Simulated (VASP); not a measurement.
A run of VASP 6.6.1 is set up as follows.

INCAR

```
PREC     = Accurate       # precision mode
ENCUT    = 520            # plane-wave cutoff, eV
EDIFF    = 1E-6           # SCF threshold, eV
ISMEAR   = 1              # smearing method
SIGMA    = 0.1            # smearing width, eV
LREAL    = False          # projectors in reciprocal space
LASPH    = True           # aspherical terms in the spheres
NELM     = 100            # most SCF steps
ALGO     = Normal         # electronic algorithm
ISIF     = 2              # what is computed and relaxed
LWAVE    = False          # write WAVECAR
LCHARG   = False          # write CHGCAR
GGA      = PS             # functional
NBANDS   = 36             # bands
```

KPOINTS

```
Automatic mesh
0
Gamma
  5 5 5
```

File POSCAR:

```
GaGe3
1.0
    4.2784700000      0.0000000000      0.0000000000
    0.0000000000      4.2784700000      0.0000000000
    0.0000000000      0.0000000000      4.2784700000
Ga Ge
1 3
Direct
    0.0000000000      0.0000000000      0.0000000000
    0.0000000000      0.5000000000      0.5500000000
    0.5000000000      0.0000000000      0.5000000000
    0.5000000000      0.5000000000      0.0000000000
```

Potentials or basis: VASP PAW PBE potentials, release 64 (Ga_d, Ge_d).

The run is started by

```bash
$ cat potpaw_PBE.64/Ga_d/POTCAR potpaw_PBE.64/Ge_d/POTCAR > POTCAR
$ mpirun -np 1 vasp_std > vasp.out
```

(1) Predict the pressure.

(2) What does it give for the band gap on the k mesh?

(3) What does it give for the largest force?

Results:

(1) -3.5 GPa.

(2) none (metal or under the smearing width).

(3) 0.324 eV/Å.

Caveat: the PAW data sets were made with another functional, which shifts forces and pressure a little.
